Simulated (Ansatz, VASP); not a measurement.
# KZnI3: VASP beside Ansatz

```
CELL_PARAMETERS angstrom
5.86446 0.00000 0.00000
0.00000 5.86446 0.00000
0.00000 0.00000 5.86446
ATOMIC_POSITIONS crystal
K 0.00000 0.00000 0.00000
Zn 0.50000 0.50000 0.50000
I 0.50000 0.50000 0.00000
I 0.50000 0.00000 0.50000
I 0.00000 0.50000 0.50000
```

Alike in both runs: task single point; functional PBE; k mesh 4 × 4 × 4; occupations fermi-dirac, width 0.02 eV; no spin polarisation.

```csv
,VASP,Ansatz
version,VASP 6.6.1,Ansatz 0.2.0
potentials or method,"VASP PAW PBE potentials, release 64 (K_sv, Zn, I)","plane waves, PAW"
plane-wave cutoff (eV),520,420
valence electrons in the cell,42,72
```

|  | VASP | Ansatz | Ansatz less VASP |
| --- | --- | --- | --- |
| pressure (GPa) | -1.0 | -1.0 | -0.01 |

The functional is the same, so the differences come from potentials, cutoffs and numerics. The two sets of potentials don't hold the same shells in valence.

Spin-orbit coupling is left out, which matters for the levels of I.
